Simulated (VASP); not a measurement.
VASP input:

**INCAR**
```
# general
SYSTEM  = Y
PREC    = Accurate
ENCUT   = 520
LREAL   = .FALSE.
LASPH   = .TRUE.

# electronic loop
EDIFF   = 1E-7
NELM    = 100
ALGO    = Normal
LMAXMIX = 4

# smearing
ISMEAR  = 1
SIGMA   = 0.1

# functional
GGA     = PE

# ions
IBRION  = 2
NSW     = 30
ISIF    = 4
EDIFFG  = -0.01

# output
LWAVE   = .FALSE.
LCHARG  = .FALSE.
```

POSCAR:
```
Y
1.0
  1.8466605936  -3.1985102530   0.0000000000
  1.8466605936   3.1985102530   0.0000000000
  0.0000000000   0.0000000000   5.7001265087
Y
2
Cartesian
  1.8466605936   1.0661722167   1.4250316272
  1.8466605936  -1.0661722167   4.2750948815
```

File KPOINTS:
```
Automatic mesh
0
Gamma
12 12 7
0 0 0
```

POTCAR, in this order: Y_sv (PBE.64 set). Program: vasp_std.

Write an equivalent input for Quantum ESPRESSO's pw.x.

One equivalent input (not run):
```
&CONTROL
  calculation = 'vc-relax'
  pseudo_dir = './pseudo'
  outdir = './out'
  tprnfor = .true.
  tstress = .true.
  nstep = 30
  forc_conv_thr = 0.00039
/
&SYSTEM
  ibrav = 0
  nat = 2
  ntyp = 1
  ecutwfc = 72
  occupations = 'smearing'
  smearing = 'methfessel-paxton'
  degauss = 0.00735
  input_dft = 'pbe'
/
&ELECTRONS
  conv_thr = 7.3e-09
  electron_maxstep = 100
/
&IONS
/
&CELL
  cell_dofree = 'shape'
/
ATOMIC_SPECIES
  Y 88.906 Y.upf
CELL_PARAMETERS angstrom
     1.8466606   -3.1985103    0.0000000
     1.8466606    3.1985103    0.0000000
     0.0000000    0.0000000    5.7001265
ATOMIC_POSITIONS crystal
  Y    0.3333330  0.6666670  0.2500000
  Y    0.6666670  0.3333330  0.7500000
K_POINTS automatic
  12 12 7 0 0 0
```
What does not carry over: the potentials are each code's own (VASP's PAW set, PseudoDojo norm-conserving files in pw.x), so ENCUT and ecutwfc are chosen apart and not converted; conv_thr bounds pw.x's estimated SCF error, while EDIFF bounds the energy change between steps; forc_conv_thr acts on force components and is met together with etot_conv_thr.

The compound is Y in the hcp structure. This cell is one point of a volume scan, at 1.03 of the reference volume. Symmetry was kept, so distortions that lower it aren't found.
